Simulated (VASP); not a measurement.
A convergence study with VASP on Sc (space group no. 194 when undisturbed): a few settings are varied, all else stays as given below, so the limit is that of these other settings. One atom is moved off its site, so that forces are finite.

```
CELL_PARAMETERS angstrom
      1.65996    -2.87514     0.00000
      1.65996     2.87514     0.00000
      0.00000     0.00000     5.28581
ATOMIC_POSITIONS crystal
  Sc 0.33333 0.66667 0.25946
  Sc 0.66667 0.33333 0.75000
```

All values below come from PBE GGA, VASP's PBE PAW potentials (set 64) (plane waves; VASP 6.6.1). The last row used: 300 eV cut-off, 18×18×10 Γ-centred mesh, Fermi-Dirac smearing of 0.010 eV, potentials Sc_sv.

```
setting       E (eV/atom)  pressure (GPa)  largest force (eV/Å)  irreducible k-points
------------  -----------  --------------  --------------------  --------------------
SIGMA = 1.0       -6.6481            4.80                 0.187                   330
SIGMA = 0.5       -6.3033            1.35                 0.175                   330
SIGMA = 0.3       -6.2651           -0.31                 0.160                   330
SIGMA = 0.2           [?]             [?]                   [?]                   330
SIGMA = 0.1       -6.2439           -1.39                 0.172                   330
SIGMA = 0.02          [?]           -1.60                   [?]                   330
SIGMA = 0.01      -6.2414           -1.60                 0.180                   330
```

**Question.** Some entries are withheld; supply them.

**Answer.** 
- SIGMA = 0.2, E (eV/atom): -6.2541
- SIGMA = 0.2, pressure (GPa): -0.95
- SIGMA = 0.2, largest force (eV/Å): 0.161
- SIGMA = 0.02, E (eV/atom): -6.2415
- SIGMA = 0.02, largest force (eV/Å): 0.179

VASP warned of too few bands at SIGMA = 1.0; SIGMA = 0.5.

Left out are rungs that failed or repeat a setting and relaxations that didn't move; long series are thinned to 24 rows.

The structure is a typed Sc crystal (space group no. 194). The cell was not relaxed at this level, it is distorted from the ideal structure. VASP warned that the highest band is occupied, so more bands are needed.
